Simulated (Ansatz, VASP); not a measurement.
## Al3Se2: VASP beside Ansatz

```
Al Se
1.0
     5.82098    0.00000    0.00000
    -2.91049    5.04112    0.00000
     0.00000    0.00000    3.54385
Al Se
3 2
Direct
  0.28502 0.00000 0.00000
  0.00000 0.28502 0.00000
  0.71498 0.71498 0.00000
  0.66667 0.33333 0.50000
  0.33333 0.66667 0.50000
```

Alike in both runs: functional PBE; k mesh 6 × 6 × 10; occupations gaussian, width 0.1 eV; no spin polarisation.

Ansatz relaxed the structure, and its values are those at the end. VASP's run is a single point on that final structure, the one shown.

```csv
,VASP,Ansatz
version,VASP 6.6.1,Ansatz 0.2.0
potentials or method,"VASP PAW PBE potentials, release 64 (Al, Se)","scalar-relativistic, plane waves, PAW"
plane-wave cutoff (eV),520,420
valence electrons in the cell,21,41
```

```tsv
	VASP	Ansatz	Ansatz less VASP
gap on the k mesh at the Fermi level (eV)	none	none	-
pressure (GPa)	0.0	0.0	-0.02
```

A gap of «none» marks a metal or a gap that the smearing closes. The two sets of potentials don't hold the same shells in valence.
